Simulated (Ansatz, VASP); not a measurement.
# W (Tungsten): VASP beside Ansatz, part 2 of 3

Wanted: the spread between two codes on one cell, functional and k mesh. The cell is taken from a series of runs on this material, whose earlier steps may have relaxed, scaled, displaced or heated it; both programs get it as it stands.

VASP 6.6.1 and Ansatz 0.2.0.

So far: The starting structure; VASP: elastic constants, PBEsol, pair 1.

## Step 3: Ansatz: elastic constants, PBEsol, pair 1

Level of this step: Ansatz beside VASP: Kohn-Sham DFT, plane waves, PBEsol (Ansatz).

Ansatz runs on its default PAW (the set named soft_2) files.

The same cell, functional, mesh and smearing now go to Ansatz, which takes its cutoff from its data sets.

input.yaml reads:

```yaml
crystal:
  lattice:
    - [-1.5963028235, 1.5963028235, 1.5963028235]
    - [1.5963028235, -1.5963028235, 1.5963028235]
    - [1.5963028235, 1.5963028235, -1.5963028235]
  atoms:
    - { symbol: W, position: [0.0, 0.0, 0.0] }
kpoints:
  mp_grid: { grid: [2, 2, 2] }
hamiltonian:
  xc: pbesol
scf:
  occupations: { method: gaussian, width: 0.1 }
output:
  forces: true
  stress: true
  eigenvalues: true
elastic:
  mode: relaxed_ion
  stencil: two_point
```

Started as:

```console
$ ansatz run input.yaml --threads 4 --pin off --max-ram 8192MiB --backend cpu --events-out ev --progress --plain --runs-dir out
```

Numbers of over 12 decimals in the logs are rounded to 6 here.

The program printed:

```text
Engine: ansatz 0.2.0, aarch64-unknown-linux-gnu
Pseudopotentials: kind: paw
Pseudopotential: W, paw, valence charge 14, recommended cutoff 420 eV (normal), W.paw.azcp
Functional definition: PBEsol
  exchange = pbesol_x
  correlation = pbesol_c
Crystal: 1 atoms, lattice volume = 16.271 Å³
Basis set: ecut = 420 eV, 321 PW (Γ), exchange–correlation on 40×40×40 points (8 copies of the dense FFT grid, shifted against one another)
Bands: 11, of which v1, the nominal top of the filled ones, is band 7 counted from 1 (6 counted from 0)
Symmetry: 48 space group operations
Space group: Im-3m (ITA 229), of the structure as read, at distance tolerance 2.5e-5 Å
k-points: 3 of 8
Non-local potential: W, projectors of the file, l = 0: 3, l = 1: 2, l = 2: 2, l = 3: 1
PAW form: soft (Blöchl's): semilocal exchange-correlation on the pseudo side does not see the compensation charge
PAW frozen core: W, regenerated for the run's functional, and the local potential with it (the file was generated under x = pbe(κ = 0.804, μ = 0.219515), c = pbe(β = 0.066725))
PAW one-centre angular grid: W, 590 points (default); XC on 64 Gauss nodes
Initial density: superposition of atomic densities (neutral atoms: chi_scale 0, normalization atom), corrected by the library's trained network
Initial wavefunctions: pseudopotential atomic-orbital guess
Functional: x = pbesol(κ = 0.804, μ = 0.123457), c = pbesol(β = 0.046)
SCF iter   1: F=—  HF=-10255.915211 eV  |F-HF|=—  |Δ(HF+E_count)|=         —  Δρ=4.28e-2  dr2=1.93e-1  ethr=1.77e-3  ⟨swp⟩=5.0  Hψ=172  notcnv=0
preconditioner: auto → none  [insulator: Δε(μ)=1.427 eV  Ē_g=8.864 eV  σ=0.100 eV  W_gap=1.00  n_scr=0 (ndim 8)  ℏωp=22.5 eV  f_vac=0.000  D(μ)=0.00/eV (n_scr^D=0)  ε∞_Penn≈7.5]
SCF iter   2: F=—  HF=-10255.846487 eV  |F-HF|=—  |Δ(HF+E_count)|=   6.87e-2  Δρ=1.97e-2  dr2=2.48e-2  ethr=1.38e-3  ⟨swp⟩=2.0  Hψ=70  notcnv=0  defer=1
SCF iter   3: F=—  HF=-10255.840542 eV  |F-HF|=—  |Δ(HF+E_count)|=   5.94e-3  Δρ=3.78e-3  dr2=7.10e-4  ethr=1.77e-4  ⟨swp⟩=2.3  Hψ=40  notcnv=0  defer=1
SCF iter   4: F=—  HF=-10255.840475 eV  |F-HF|=—  |Δ(HF+E_count)|=   6.76e-5  Δρ=1.74e-4  dr2=1.08e-6  ethr=5.07e-6  ⟨swp⟩=1.0  Hψ=32  notcnv=0  defer=1
SCF iter   5: F=—  HF=-10255.840479 eV  |F-HF|=—  |Δ(HF+E_count)|=   4.04e-6  Δρ=2.22e-5  dr2=6.94e-8  ethr=7.74e-9  ⟨swp⟩=2.0  Hψ=53  notcnv=0  defer=1
SCF iter   6: F=—  HF=-10255.840479 eV  |F-HF|=—  |Δ(HF+E_count)|=   3.38e-8  Δρ=9.01e-7  dr2=5.24e-11  ethr=4.96e-10  ⟨swp⟩=2.0  Hψ=48  notcnv=0  defer=1
SCF iter   7: F=—  HF=-10255.840479 eV  |F-HF|=—  |Δ(HF+E_count)|=  5.09e-11  Δρ=1.82e-7  dr2=1.33e-12  ethr=3.75e-13 (applied; sched 1.00e-12)  ⟨swp⟩=2.3  Hψ=53  notcnv=0  defer=1
SCF iter   8: F=-10255.840479 eV  HF=-10255.840479 eV  |F-HF|=5.46e-12  |Δ(HF+E_count)|=  5.46e-12  Δρ=1.58e-8  dr2=1.70e-14  ethr=1.00e-12  ⟨swp⟩=5.3  Hψ=129  notcnv=0
SCF 1 converged in 8 iterations: F = -10255.840479 eV  dr2 = 1.70e-14
  greatest PAW one-centre occupation: 1.000 electrons in one spin orbital (limit 2), on the W atom at site 0 (counted from 0), in its partial waves of l = 0
Crystal: 1 atoms, lattice volume = 16.238 Å³
Symmetry: 16 space group operations
k-points: 4 of 8
Initial density: handed on by an earlier stage of this run
Initial wavefunctions: those handed on with the density
iter 1 solved again at ethr=3.57e-8 eV; its pass at ethr=3.10e-3 eV (dr2=4.99e-6 eV) is discarded
SCF iter   1: F=—  HF=-10255.840315 eV  |F-HF|=—  |Δ(HF+E_count)|=         —  Δρ=3.49e-4  dr2=5.32e-6  ethr=3.57e-8  ⟨swp⟩=2.2  Hψ=278  notcnv=0  defer=1
preconditioner: auto → none  [insulator: Δε(μ)=1.053 eV  Ē_g=8.665 eV  σ=0.100 eV  W_gap=1.00  n_scr=0 (ndim 8)  ℏωp=22.6 eV  f_vac=0.000  D(μ)=0.00/eV (n_scr^D=0)  ε∞_Penn≈7.8]
[...]
SCF 2 converged in 6 iterations: F = -10255.840312 eV  dr2 = 1.78e-14
Crystal: 1 atoms, lattice volume = 16.303 Å³
[...]
preconditioner: auto → none  [insulator: Δε(μ)=1.059 eV  Ē_g=8.624 eV  σ=0.100 eV  W_gap=1.00  n_scr=0 (ndim 8)  ℏωp=22.5 eV  f_vac=0.000  D(μ)=0.00/eV (n_scr^D=0)  ε∞_Penn≈7.8]
[...]
SCF 3 converged in 5 iterations: F = -10255.840500 eV  dr2 = 9.79e-14
Symmetry: 8 space group operations
k-points: 5 of 8
[...]
preconditioner: auto → none  [insulator: Δε(μ)=1.053 eV  Ē_g=8.645 eV  σ=0.100 eV  W_gap=1.00  n_scr=0 (ndim 8)  ℏωp=22.5 eV  f_vac=0.000  D(μ)=0.00/eV (n_scr^D=0)  ε∞_Penn≈7.8]
[...]
SCF iter   3: F=—  HF=-10255.840536 eV  |F-HF|=—  |Δ(HF+E_count)|=   2.31e-6  Δρ=1.09e-5  dr2=4.64e-9  ethr=6.06e-9  ⟨swp⟩=1.2  Hψ=55  notcnv=0
SCF iter   4: F=—  HF=-10255.840536 eV  |F-HF|=—  |Δ(HF+E_count)|=  7.66e-10  Δρ=8.02e-7  dr2=2.77e-11  ethr=3.32e-11  ⟨swp⟩=2.0  Hψ=67  notcnv=0
SCF iter   5: F=—  HF=-10255.840536 eV  |F-HF|=—  |Δ(HF+E_count)|=  9.09e-12  Δρ=1.18e-7  dr2=5.59e-13  ethr=1.98e-13 (applied; sched 1.00e-12)  ⟨swp⟩=2.4  Hψ=79  notcnv=0  defer=1
SCF iter   6: F=-10255.840536 eV  HF=-10255.840536 eV  |F-HF|=1.82e-12  |Δ(HF+E_count)|=    0.00e0  Δρ=8.66e-9  dr2=8.60e-15  ethr=1.00e-12  ⟨swp⟩=4.0  Hψ=170  notcnv=0
SCF 4 converged in 6 iterations: F = -10255.840536 eV  dr2 = 8.60e-15
iter 1 solved again at ethr=7.62e-10 eV; its pass at ethr=3.10e-3 eV (dr2=1.07e-7 eV) is discarded
SCF iter   1: F=—  HF=-10255.840538 eV  |F-HF|=—  |Δ(HF+E_count)|=         —  Δρ=1.08e-4  dr2=1.16e-7  ethr=7.62e-10  ⟨swp⟩=1.8  Hψ=335  notcnv=0
preconditioner: auto → none  [insulator: Δε(μ)=1.052 eV  Ē_g=8.645 eV  σ=0.100 eV  W_gap=1.00  n_scr=0 (ndim 8)  ℏωp=22.5 eV  f_vac=0.000  D(μ)=0.00/eV (n_scr^D=0)  ε∞_Penn≈7.8]
SCF iter   2: F=—  HF=-10255.840536 eV  |F-HF|=—  |Δ(HF+E_count)|=   1.95e-6  Δρ=5.37e-5  dr2=2.76e-8  ethr=7.62e-10  ⟨swp⟩=1.0  Hψ=54  notcnv=0
SCF iter   3: F=—  HF=-10255.840536 eV  |F-HF|=—  |Δ(HF+E_count)|=   9.34e-9  Δρ=1.38e-6  dr2=9.29e-11  ethr=1.97e-10  ⟨swp⟩=1.4  Hψ=59  notcnv=0
SCF iter   4: F=—  HF=-10255.840536 eV  |F-HF|=—  |Δ(HF+E_count)|=  3.82e-11  Δρ=3.10e-7  dr2=3.51e-12  ethr=6.64e-13 (applied; sched 1.00e-12)  ⟨swp⟩=2.0  Hψ=82  notcnv=0  defer=1
SCF iter   5: F=-10255.840536 eV  HF=-10255.840536 eV  |F-HF|=3.64e-12  |Δ(HF+E_count)|=  9.09e-12  Δρ=2.91e-8  dr2=3.97e-14  ethr=1.00e-12  ⟨swp⟩=3.0  Hψ=199  notcnv=0
SCF 5 converged in 5 iterations: F = -10255.840536 eV  dr2 = 3.97e-14
SCF converged after 8 iterations
Free energy (F): -10255.840479 eV
Harris-Foulkes:  -10255.840479 eV  (|F-HF|=5.46e-12)
Internal energy: -10255.840479 eV  (E = F + TS)
E sigma→0 (E₀):  -10255.840479 eV
Fermi energy:    22.929864 eV
--- Per-component energies (eV) ---
  E_band       = -98.305728
  E_kinetic    = 449.209654
  E_local      = -607.763341  (includes V_loc(G=0)·N_el)
  E_nonlocal   = -2.413405
  E_hartree    = 213.647628
  E_xc         = -265.416121
  E_vxc        = -238.708290  (∫ρ·V_xc dr)
  E_paw        = -8434.747178  (= ΣΔE_a)
  E_vpaw       = -125.925536  (= ΣTr[D̂ρ^β])
  E_aug_tail   = -0.000068  (compensation charges beyond the density's cutoff)
  E_ewald      = -1608.579441
  E_core_change = 0.221792  (= ΣΔE_core)
  E_smearing   = -0.000000  (= −TS)
  E_closure    = 0.000000  (closes the sum)
  Σ components = -10255.840479   (vs F -10255.840479, Δ=0.00e0)
--- Forces (eV/Å), atoms counted from 1 ---
  atom   1  W     -0.00000000     0.00000000     0.00000000
  max |Σ_I F_I| component: 2.69e-26 eV/Å
--- Stress (GPa, compression-positive) ---
        0.002657       0.000000      -0.000000
       -0.000000       0.002657       0.000000
        0.000000      -0.000000       0.002657
  P = ⅓ Tr σ = 0.0027 GPa (0.027 kbar)
--- Band table (eV) ---
  k-point 0: bands = [... 3 lower, -16.6325, 12.2968, 20.2726, 20.2726, 20.2726, 23.5909, 23.5909, 36.3141]
  k-point 1: bands = [... 3 lower, -16.6374, 15.5528, 18.0897, 22.3896, 23.4701, 24.3705, 27.2402, 32.0937]
  k-point 2: bands = [... 3 lower, -17.4400, 15.9969, 15.9969, 26.3217, 26.3217, 26.3217, 29.7809, 29.7809]
--- Elastic constants: 2 strain directions × 2 members + reference (group order 48) ---
  dense FFT box of the reference and of every strained cell: 20×20×20
  strains applied: 11, 23; error gains: componentwise 1.00 (the most a stress slope's error grows in a printed constant), spectral 1.73 (1 for all six strains in a standard setting)
  C = ∂σ_k/∂η_j (tension-positive GPa; Voigt order 11 22 33 23 13 12):
       888.946     84.233     84.233     -0.000     -0.000     -0.000
        84.233    888.946     84.233      0.000      0.000      0.000
        84.233     84.233    888.946     -0.000      0.000      0.000
         0.000     -0.000      0.000     54.996      0.000     -0.000
         0.000      0.000     -0.000     -0.000     54.996     -0.000
         0.000     -0.000      0.000     -0.000     -0.000     54.996
  reference stress σ⁰ (GPa):     -0.003     -0.003     -0.003      0.000      0.000      0.000
  C* (energy form; C + prestress term) asymmetry max|C*_kj − C*_jk| = 2.842e-14 GPa — a small one proves nothing (zero by symmetry where the batch's group is 432, −43m or m−3m); a large one is finite-difference/SCF noise where every solve meets its electron count
  moduli (Voigt/Reuss/Hill, GPa): K = 352.47/352.47/352.47   G = 193.94/84.01/138.97   E = 368.49   ν = 0.326
  mechanically stable: yes (min eigenvalue of sym C = 55.00 GPa)
  strain η (Voigt 11):  stress-route row diagonal C_11 = 888.95 GPa, energy-path curvature d²(F+E_count+ΔE)/dδ²/Ω₀ = 891.15 GPa
         δ    σ_11 (GPa)             F (eV)   n_scf  n_hpsi   n_pw
    -2.000e-3      -1.7938      -10255.8403121       6     685    321   relax 0 steps, max|allowed force component| 0.00e0 eV/Å
     2.000e-3       1.7620      -10255.8405003       5     662    324   relax 0 steps, max|allowed force component| 0.00e0 eV/Å
  strain η (Voigt 23):  stress-route row diagonal C_44 = 55.00 GPa, energy-path curvature d²(F+E_count+ΔE)/dδ²/Ω₀ = 57.34 GPa
         δ    σ_23 (GPa)             F (eV)   n_scf  n_hpsi   n_pw
    -2.000e-3      -0.1100      -10255.8405359       6     859    321   relax 0 steps, max|allowed force component| 0.00e0 eV/Å
     2.000e-3       0.1100      -10255.8405359       5     789    321   relax 0 steps, max|allowed force component| 0.00e0 eV/Å
```

## Step 4: Differences

Known differences besides the potentials themselves: the data sets hold 14 valence electrons in Ansatz (on its default PAW (the set named soft_2) files) and 6 in VASP; the cutoff is 420 eV in Ansatz and 600 eV in VASP; Ansatz makes its cores anew for this functional, VASP keeps those of its PBE data sets; VASP takes each elastic constant from one size of strain, Ansatz from those that its log lists. Total energies have different zeros and are not compared.

Compared:

```tsv
quantity	Ansatz	VASP	difference
C11 (GPa)	888.9	880.4	+0.97 %
C22 (GPa)	888.9	880.4	+0.97 %
C33 (GPa)	888.9	880.4	+0.97 %
C12 (GPa)	84.2	73.8	+14.15 %
C13 (GPa)	84.2	73.8	+14.15 %
C23 (GPa)	84.2	73.8	+14.15 %
C44 (GPa)	55.0	39.8	+38.32 %
C55 (GPa)	55.0	39.8	+38.32 %
C66 (GPa)	55.0	39.8	+38.32 %
```

The run of VASP shows no gap on this mesh, while the other program finds a gap of 1.08 eV: the two runs may hold unlike electronic states.

## Step 5: Ansatz: elastic constants, PBEsol, pair 2

Elastic constants are differences of stresses under small strains, so they test the stress and the mesh. The cell compared in this pair holds 14.10 Å³, against 16.27 Å³ for the pair before.

The cell is taken from a series of runs on this material, whose earlier steps may have relaxed, scaled, displaced or heated it; both programs get it as it stands.

input.yaml, the sections that differ from step 3:

```yaml
crystal:
  lattice:
    - [-1.5217925558, 1.5217925558, 1.5217925558]
    - [1.5217925558, -1.5217925558, 1.5217925558]
    - [1.5217925558, 1.5217925558, -1.5217925558]
  atoms:
    - { symbol: W, position: [0.0, 0.0, 0.0] }
kpoints:
  mp_grid: { grid: [16, 16, 16] }
basis:
  ecutwfc: 150.0
# hamiltonian, scf, output, elastic: as in step 3
```

The program printed:

```text
Warning: basis.ecutwfc = 150 eV is below the records' recommended 420 eV, and the density's cutoff is lower with it unless basis.ecutrho_ratio is high enough to keep the records' density cutoff: compare with a run at a higher cutoff
[...]
Crystal: 1 atoms, lattice volume = 14.097 Å³
[...]
2.000e-3       2.4437      -10237.5459626       6   57063     68   relax 0 steps, max|allowed force component| 0.00e0 eV/Å
[...]
δ    σ_23 (GPa)             F (eV)   n_scf  n_hpsi   n_pw
    -2.000e-3      -1.1871      -10237.5779835       6  101832     68   relax 0 steps, max|allowed force component| 0.00e0 eV/Å
     2.000e-3       1.1871      -10237.5779835       6  102279     68   relax 0 steps, max|allowed force component| 0.00e0 eV/Å
[key lines of the parts left out:]
SCF converged after 8 iterations
Free energy (F): -10237.534762 eV
Fermi energy:    26.437073 eV
P = ⅓ Tr σ = -0.0156 GPa (-0.156 kbar)
```

## Step 6: VASP: elastic constants, PBEsol, pair 2

The same cell, functional, mesh and smearing now go to VASP, with its own data sets.

INCAR reads:

```
SYSTEM = W
PREC = Accurate
ENCUT = 600
EDIFF = 1E-08
NELM = 120
ISMEAR = 0
SIGMA = 0.1
LREAL = .FALSE.
ALGO = Normal
GGA = PS
NBANDS = 9
LASPH = .TRUE.
LORBIT = 11
LWAVE = .FALSE.
LCHARG = .FALSE.
ISIF = 3
IBRION = 6
NFREE = 2
POTIM = 0.015
NSW = 1
GGA_COMPAT = .FALSE.
KPAR = 2
```

POSCAR reads:

```
W
1.0
   -1.5217925558      1.5217925558      1.5217925558
    1.5217925558     -1.5217925558      1.5217925558
    1.5217925558      1.5217925558     -1.5217925558
W
1
Direct
    0.0000000000      0.0000000000      0.0000000000
```

KPOINTS reads:

```
Automatic mesh
0
Gamma
16 16 16
0 0 0
```

PAW data sets: W (PBE family, release 64).

Started as:

```console
$ mpirun -np 2 vasp_std
```

The program printed:

```text
[banner, memory and clock lines left out]
running    2 mpi-ranks, on    1 nodes
[...]
[... a notice as in an earlier step ...]

 LDA part: xc-table for (Slater+PW92), standard interpolation
 POSCAR, INCAR and KPOINTS ok, starting setup
[...]
entering main loop
       N       E                     dE             d eps       ncg     rms          rms(c)
DAV:   1     0.126266637939E+02    0.12627E+02   -0.33309E+03  2618   0.659E+02
DAV:   2    -0.138359910277E+02   -0.26463E+02   -0.25384E+02  3065   0.149E+02
DAV:   3    -0.143490803623E+02   -0.51309E+00   -0.50983E+00  3074   0.164E+01
DAV:   4    -0.143505539463E+02   -0.14736E-02   -0.14735E-02  3033   0.951E-01
[...]
DAV:  11    -0.137285162294E+02    0.97865E-07   -0.11766E-07  2910   0.322E-03    0.159E-03
DAV:  12    -0.137285162646E+02   -0.35210E-07   -0.10495E-09  1688   0.306E-04    0.320E-04
DAV:  13    -0.137285162670E+02   -0.24189E-08   -0.27088E-10  1424   0.124E-04
   1 F= -.13728516E+02 E0= -.13727340E+02  d E =-.235222E-02
[... from here on, the cycles between the ionic steps are left out ...]
   2 F= -.13773644E+02 E0= -.13772506E+02  d E =-.227565E-02
   3 F= -.13667801E+02 E0= -.13666728E+02  d E =-.214581E-02
   6 F= -.13773645E+02 E0= -.13772507E+02  d E =-.227563E-02
   7 F= -.13667801E+02 E0= -.13666728E+02  d E =-.214582E-02
   8 F= -.13726552E+02 E0= -.13725437E+02  d E =-.223018E-02
   9 F= -.13726552E+02 E0= -.13725437E+02  d E =-.223017E-02
  10 F= -.13726552E+02 E0= -.13725437E+02  d E =-.223018E-02
  11 F= -.13726552E+02 E0= -.13725437E+02  d E =-.223018E-02
  12 F= -.13726552E+02 E0= -.13725437E+02  d E =-.223018E-02
  13 F= -.13726552E+02 E0= -.13725437E+02  d E =-.223018E-02
  14 F= -.13728516E+02 E0= -.13727340E+02  d E =-.235222E-02
  15 F= -.13728516E+02 E0= -.13727340E+02  d E =-.235220E-02
 Finite differences progress:
  Degree of freedom:   7/  7
  Displacement:        2/  2
  Total:              14/ 14
```

From OUTCAR (step 6):

```text
  Total        3.5156056      3.5156056      3.5156056     -0.0000000      0.0000000      0.0000000
  in kB      399.5621734    399.5621734    399.5621734     -0.0000000      0.0000000      0.0000000
  external PRESSURE =     399.5621734 kB  Pullay stress =       0.0000000 kB

 POSITION                                       TOTAL-FORCE (eV/Angst)
 -----------------------------------------------------------------------------------
     -0.01500      0.00000      0.00000        -0.000000     -0.000000     -0.000000
 -----------------------------------------------------------------------------------
    total drift:                               -0.000003     -0.000000     -0.000000

  FREE ENERGIE OF THE ION-ELECTRON SYSTEM (eV)
  ---------------------------------------------------
  free  energy   TOTEN  =       -13.7285161887 eV

  energy  without entropy=      -13.7261639855  energy(sigma->0) =      -13.72734009

[... 3 further parts left out ...]
[key lines of the parts left out:]
E-fermi :   9.0605
```

Levels, forces or a CONTCAR printed for this step are those of its last displaced cell, not of the structure at rest.

## Step 7: Differences

What differs besides the data sets and the points named for the pairs above, as far as they apply: the data sets hold 14 valence electrons in Ansatz (on its default PAW (the set named soft_2) files) and 6 in VASP; the cutoff is 150 eV in Ansatz and 600 eV in VASP; Ansatz's log warns that its cutoff lies below the recommended one. Total energies have different zeros and are not compared.

Compared:

```tsv
quantity	Ansatz	VASP	difference
C11 (GPa)	1100.5	749.9	+46.75 %
C22 (GPa)	1100.5	749.9	+46.75 %
C33 (GPa)	1100.5	749.9	+46.75 %
C12 (GPa)	673.3	313.0	+115.11 %
C13 (GPa)	673.3	313.0	+115.11 %
C23 (GPa)	673.3	313.0	+115.11 %
C44 (GPa)	593.5	199.1	+198.05 %
C55 (GPa)	593.5	199.1	+198.05 %
C66 (GPa)	593.5	199.1	+198.05 %
```

## Step 8: Further runs

Further runs change the set-up of one program: Ansatz's method, potentials or start, or VASP's data sets, cutoff or form of LDA. The table gives Ansatz less VASP for each quantity, since a change that brings one quantity closer may part another.

```tsv
run	C11 (%)	C22 (%)	C33 (%)	C12 (%)	C13 (%)	C23 (%)
as above	47	47	47	115	115	115
VASP with the data sets W_sv and a cutoff of 500 eV	47	47	47	110	110	110
```

(Continued in part 3 of 3.)

[Lines on the potential files, build, host, timing and source positions are cut from VASP's logs without a mark.]

[Logs are printed without paths, hosts, clocks, repeated set-up lines and the standing remarks that a program may print on its own settings, such as how far it seeks lower states.]

[Hosts, paths, dates, database ids (printed as entryN), source tags and the programs' standing remarks are cut or masked in the printed files.]
